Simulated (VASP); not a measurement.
Energy against volume of SnO₂ (rutile). Calculation: rev-vdW-DF2, VASP's PBE PAW potentials (set 64) (plane waves; VASP 6.6.1). Run with 520 eV cut-off, 5×5×7 Γ-centred mesh, Gaussian smearing of 0.050 eV, potentials Sn_d O.

Shape and ions are relaxed at each volume.

```json
[
 {"V (Å³/atom)": "11.654", "E (eV/atom)": "-4.38883"},
 {"V (Å³/atom)": "12.026", "E (eV/atom)": "-4.41139"},
 {"V (Å³/atom)": "12.398", "E (eV/atom)": "-4.41884"},
 {"V (Å³/atom)": "12.770", "E (eV/atom)": "-4.41378"}
]
```

### Question
Fit these four points and predict the energy of the run at 13.142 Å³/atom.

### Answer
A cubic in V^(−2/3), the third-order Birch-Murnaghan form, passes through the four points with V0 = 12.42 Å³/atom and B0 = 177 GPa, and gives -4.3984 eV/atom there. The run gave -4.3985 eV/atom, -0.1 meV/atom from the fit; all five points give B0 = 177 GPa.

The compound is SnO2 in the rutile structure. It was relaxed first.
